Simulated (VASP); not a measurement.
Consider the following.

```
AlCo
1.0
    2.84983     0.00000     0.00000
    0.00000     2.84983     0.00000
    0.00000     0.00000     2.84983
Al Co
1 1
Direct
  0.50000   0.50000   0.50000
  0.00000   0.00000   0.00000
```

Level of theory: PBE GGA, VASP's PBE PAW potentials (set 64) (plane waves; VASP). Run with 400 eV cut-off, Gaussian smearing of 0.050 eV, potentials Al Co.

### Question
Give the energies of bands 1 to 9 at the high-symmetry points, in eV from the Fermi level.

### Answer

| band | Γ | X | M | R |
|---|---|---|---|---|
| 1 | -11.11 | -6.83 | -5.29 | -3.98 |
| 2 | -3.00 | -6.66 | -3.09 | -3.98 |
| 3 | -3.00 | -2.41 | -2.71 | -3.98 |
| 4 | -0.88 | -1.75 | -2.71 | -0.24 |
| 5 | -0.88 | -1.75 | -1.54 | -0.24 |
| 6 | -0.88 | -0.77 | -1.54 | 2.35 |
| 7 | 5.93 | 0.14 | -0.28 | 2.35 |
| 8 | 5.93 | 8.37 | 2.39 | 2.35 |
| 9 | 5.93 | 10.58 | 3.42 | 4.08 |

It has no gap at this level: it comes out as a metal or semimetal.

The compound is CoAl in the CsCl type structure. It was relaxed first. The run is not spin-polarised, so no magnetic state was tried.
